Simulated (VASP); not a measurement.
Energy against volume of BaTiO3 (cubic perovskite). Computed with LDA (Ceperley-Alder, Perdew-Zunger), VASP's LDA PAW potentials (set 64) (plane waves; VASP).

```tsv
V (Å³/atom)	E (eV/atom)
11.609	-8.80115
11.979	-8.82410
12.350	-8.83118
12.720	-8.82483
13.091	-8.80710
```

Task: Fit a third-order Birch-Murnaghan equation of state.

Result: 
| Quantity | Value |
|---|---|
| volume per atom | 12.35 Å^3/atom |
| bulk modulus | 1930 kbar |
| pressure derivative of the bulk modulus | 4.53 |
| lattice constant a | 3.953 Å |

Measured: bulk modulus 162 GPa (computed value off by +19.2 %), as given by Yu-ichiro Matsushita et al., Physical Review B (2011), arXiv:1104.2769; a 4.001 Å (computed value off by -1.2 %), as given by Yubo Zhang et al., Physical Review B (2017), arXiv:1702.04817. The calculation is for a static lattice, while the measured bulk modulus, a hold thermal and zero-point effects, which are part of the difference.

The compound is BaTiO3 in the cubic perovskite structure, the ideal cubic form; the compound distorts at low or room temperature. It was relaxed first.
